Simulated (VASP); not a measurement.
Input:

```xyz
3
Lattice="0.0000 3.1442 3.1442 3.1442 0.0000 3.1442 3.1442 3.1442 0.0000" Properties=species:S:1:pos:R:3 pbc="T T T"
Ba     0.0000     0.0000     0.0000
F      1.5721     1.5721     1.5721
F      4.7163     4.7163     4.7163
```

Computed with PBE GGA, VASP's PBE PAW potentials (set 64) (plane waves; VASP). Numerical set-up: 520 eV cut-off, Gaussian smearing of 0.050 eV, potentials Ba_sv F.

Unless said otherwise, spin-orbit coupling is left out, though it shifts the bands of the heavy elements here.

Task: Give the energies of bands 7 to 15 at the high-symmetry points, in eV from the valence-band maximum.

Result: 
| band | Γ | X | U | L | W |
|---|---|---|---|---|---|
| 7 | -1.37 | -1.42 | -1.20 | -0.99 | -1.14 |
| 8 | -1.37 | -0.35 | -0.54 | -0.99 | -0.62 |
| 9 | -1.37 | -0.35 | -0.47 | -0.62 | -0.34 |
| 10 | -0.06 | -0.31 | -0.36 | -0.35 | -0.34 |
| 11 | -0.06 | -0.31 | -0.16 | -0.17 | -0.26 |
| 12 | -0.06 | -0.09 | -0.15 | -0.17 | -0.14 |
| 13 | 6.57 | 7.16 | 7.44 | 8.84 | 7.46 |
| 14 | 9.02 | 8.78 | 9.12 | 9.00 | 9.58 |
| 15 | 9.02 | 10.40 | 9.71 | 9.00 | 9.61 |

The gap is indirect, 6.57 eV, from the valence maximum at K-Γ at 0.43 to the conduction minimum at Γ.

Measured: gap 10.50 eV (computed value off by -3.93 eV), as given by Andrés Aguado et al., Journal of the Physical Society of Japan (1999), arXiv:cond-mat/9901145.

The compound is BaF2 in the fluorite structure. It was relaxed first.
